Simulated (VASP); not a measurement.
Calculation: PBEsol GGA, VASP's PBE PAW potentials (set 64) (plane waves; VASP).

VASP ran on this input.

**KPOINTS**
```
Automatic mesh
0
Gamma
6 6 5
0 0 0
```

INCAR:
```
ISIF = 2   # forces and stress, cell fixed
ALGO = Normal   # blocked Davidson
LMAXMIX = 4   # l cut-off of mixed one-centre charges
EDIFF = 1E-6   # SCF stop (eV)
LREAL = .FALSE.   # projection in real space or not
ISMEAR = -1   # Fermi-Dirac
LCHARG = .FALSE.
NELM = 100   # most electronic steps
GGA = PS   # PBEsol
SIGMA = 0.136
ENCUT = 300
SYSTEM = SrPd
PREC = Accurate
LWAVE = .FALSE.
LASPH = .TRUE.
```

File POSCAR:
```
SrPd
1
    2.0832160000    -5.5551570000     0.0000000000
    2.0832160000     5.5551570000     0.0000000000
    0.0000000000     0.0000000000     4.4304990000
Sr Pd
2 2
Direct
  0.8606900000   0.1393100000   0.7500000000
  0.1393100000   0.8606900000   0.2500000000
  0.5705900000   0.4294100000   0.7500000000
  0.4294100000   0.5705900000   0.2500000000
```

POTCAR, in this order: Sr_sv Pd (PBE.64 set). Program: vasp_std.

The run wrote:

**OUTCAR**
```
 ion  position               nearest neighbor table
   1  0.861  0.139  0.750-   3 3.13   3 3.13   4 3.14   4 3.14   4 3.14   4 3.14   3 3.22   2 3.81
                             2 3.81   2 3.91   2 3.91   2 3.91   2 3.91
   2  0.139  0.861  0.250-   4 3.13   4 3.13   3 3.14   3 3.14   3 3.14   3 3.14   4 3.22   1 3.81
                             1 3.81   1 3.91   1 3.91   1 3.91   1 3.91
   3  0.571  0.429  0.750-   4 2.71   4 2.71   1 3.13   1 3.13   2 3.14   2 3.14   2 3.14   2 3.14
                             1 3.22
   4  0.429  0.571  0.250-   3 2.71   3 2.71   2 3.13   2 3.13   1 3.14   1 3.14   1 3.14   1 3.14
                             2 3.22
  LATTYP: Found a base centered orthorhombic cell.
 ALAT       =     4.1664320000
 B/A-ratio  =     2.6666255444
 C/A-ratio  =     1.0633796495
 Subroutine PRICEL returns:
 Original cell was already a primitive cell.
 Subroutine GETGRP returns: Found  8 space group operations
The static configuration has the point symmetry C_2h.
 The point group associated with its full space group is D_2h.
The dynamic configuration has the point symmetry C_2h.
 Subroutine INISYM returns: Found  8 space group operations
 Subroutine IBZKPT returns following result:
 Found     39 irreducible k-points:

 Following reciprocal coordinates:
            Coordinates               Weight
...
```

**OSZICAR**
```
       N       E                     dE             d eps       ncg     rms          rms(c)
DAV:   1     0.186082180491E+03    0.18608E+03   -0.15062E+04  1872   0.102E+03
DAV:   2    -0.596864579380E+01   -0.19205E+03   -0.18855E+03  2208   0.274E+02
DAV:   3    -0.179013737204E+02   -0.11933E+02   -0.11873E+02  3344   0.539E+01
DAV:   4    -0.182037410787E+02   -0.30237E+00   -0.30216E+00  2328   0.794E+00
DAV:   5    -0.182134552265E+02   -0.97141E-02   -0.97138E-02  2928   0.121E+00    0.296E+01
DAV:   6    -0.179110711715E+02    0.30238E+00   -0.12024E+00  2104   0.697E+00    0.154E+01
DAV:   7    -0.178811504137E+02    0.29921E-01   -0.11324E+00  2488   0.485E+00    0.620E+00
DAV:   8    -0.178071718763E+02    0.73979E-01   -0.57575E-01  2416   0.408E+00    0.668E-01
DAV:   9    -0.178078124259E+02   -0.64055E-03   -0.16451E-02  2304   0.689E-01    0.274E-01
DAV:  10    -0.178078703496E+02   -0.57924E-04   -0.75259E-04  2592   0.146E-01    0.118E-01
DAV:  11    -0.178079407799E+02   -0.70430E-04   -0.18512E-04  2296   0.987E-02    0.306E-02
DAV:  12    -0.178079331500E+02    0.76299E-05   -0.60641E-05  2496   0.476E-02    0.813E-03
DAV:  13    -0.178079333928E+02   -0.24284E-06   -0.33727E-06  1824   0.109E-02
   1 F= -.17807933E+02 E0= -.17769750E+02  d E =-.763676E-01
```

OUTCAR:
```
------------------------ aborting loop because EDIFF is reached ----------------------------------------
  FORCE on cell =-STRESS in cart. coord.  units (eV):
  Direction    XX          YY          ZZ          XY          YZ          ZX
  --------------------------------------------------------------------------------------
  Total        0.6555962      0.6580121      0.9320278      0.0000000     -0.0000000      0.0000000
  in kB       10.2431542     10.2809006     14.5621723      0.0000000     -0.0000000      0.0000000
  external PRESSURE =      11.6954090 kB  Pullay stress =       0.0000000 kB
  volume of cell :      102.54
      direct lattice vectors                 reciprocal lattice vectors
     2.083216000 -5.555157000  0.000000000     0.240013518 -0.090006457  0.000000000
     2.083216000  5.555157000  0.000000000     0.240013518  0.090006457  0.000000000
     0.000000000  0.000000000  4.430499000     0.000000000  0.000000000  0.225708210
 POSITION                                       TOTAL-FORCE (eV/Angst)
 -----------------------------------------------------------------------------------
      2.08322     -4.00738      3.32287         0.000000      0.090972     -0.000000
      2.08322      4.00738      1.10762         0.000000     -0.090972     -0.000000
      2.08322     -0.78428      3.32287         0.000000     -0.053108      0.000000
      2.08322      0.78428      1.10762         0.000000      0.053108      0.000000
 -----------------------------------------------------------------------------------
    total drift:                               -0.000000     -0.000000     -0.000000
  FREE ENERGIE OF THE ION-ELECTRON SYSTEM (eV)
  ---------------------------------------------------
  free  energy   TOTEN  =       -17.8079333928 eV

  energy  without entropy=      -17.7315658083  energy(sigma->0) =      -17.76974960
```
(Selected blocks of OUTCAR.)

At this cut-off the stress carries a Pulay error, which pulls relaxed volumes low.

The structure comes from a computed database's SrPd entry (Cmcm); how it stands against other phases isn't given here. The cell was not relaxed at this level.
